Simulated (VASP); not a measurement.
**SiRh3: relaxation of cell and atoms with r2SCAN**

The system is SiRh3.

```
Rh Si
1.0
    -1.93357    1.93357    3.66934
     1.93357   -1.93357    3.66934
     1.93357    1.93357   -3.66934
Rh Si
3 1
Cartesian
  0.0000 0.0000 3.6693
  1.9336 0.0000 1.8347
  0.0000 1.9336 1.8347
  0.0000 0.0000 0.0000
```

The cell comes from a database or a generator and needn't be the stable form of this composition.

```json
{
  "Program": "VASP 6.6.1",
  "Task": "relaxation of cell and atoms",
  "Functional": "r2SCAN",
  "Potentials or basis": "VASP PAW PBE potentials, release 64 (Rh_pv, Si)",
  "Cutoff": "600 eV",
  "k mesh": "10 × 10 × 10",
  "Occupations": "methfessel-paxton, width 0.1 eV",
  "Spin": "no spin polarisation",
  "Further INCAR settings": "ALGO = Normal; EDIFF = 1e-06; IBRION = 2; EDIFFG = -0.01; NSW = 60; ISIF = 3"
}
```

* Relaxed volume: 13.32 Å³/atom
* Relaxed cell: a = 4.531 Å, b = 4.531 Å, c = 4.531 Å, α = 130.00°, β = 130.00°, γ = 73.41°
* Space group after relaxing (to 0.05 Å): I4/mmm (No. 139)
* Energy gained by relaxing: 9.2 meV/atom
* Ionic steps: 4
* Pressure after relaxing: 0.0 GPa
* Band gap on the k mesh: none (metal or under the smearing width)

Stress tensor (GPa, compression positive):
```
 0.01  0.00  0.00
 0.00  0.01  0.00
 0.00  0.00 -0.07
```

Step by step:
```tsv
step	energy change (eV)	largest force (eV/Å)	pressure (GPa)	volume (Å³)
1	0.0000	0.0000	-7.19	54.87
2	0.1389	0.0000	18.88	50.13
3	-0.0366	0.0000	-0.15	53.33
4	-0.0366	0.0000	-0.02	53.29
```

Final structure:
```
CELL_PARAMETERS angstrom
-1.91508 1.91508 3.63289
1.91508 -1.91508 3.63289
1.91508 1.91508 -3.63289
ATOMIC_POSITIONS crystal
Rh 0.50000 0.50000 0.00000
Rh 0.25000 0.75000 0.50000
Rh 0.75000 0.25000 0.50000
Si 0.00000 0.00000 0.00000
```

Levels at points of the mesh, in eV from the Fermi level:
```tsv
k point	band 21	band 22	band 23	band 24	band 25	band 26	band 27	band 28
(0.00, 0.00, 0.00)	-1.09	-0.89	-0.89	-0.49	0.55	0.88	3.38	3.97
(0.50, 0.00, 0.00)	-2.00	-1.78	-1.50	-1.47	0.10	0.41	2.28	3.70
(0.50, 0.50, 0.00)	-1.95	-1.28	-1.27	-1.23	-0.88	-0.12	0.17	1.85
(0.50, 0.50, 0.50)	-1.36	-0.52	-0.38	-0.38	0.14	0.14	0.32	0.88
```

Wall time 23 min on 1 thread of Intel(R) Xeon(R) 6975P-C (Granite Rapids) (shared host), peak memory 0.36 GiB.

Caveat: the PAW data sets were made with another functional, which shifts forces and pressure a little.
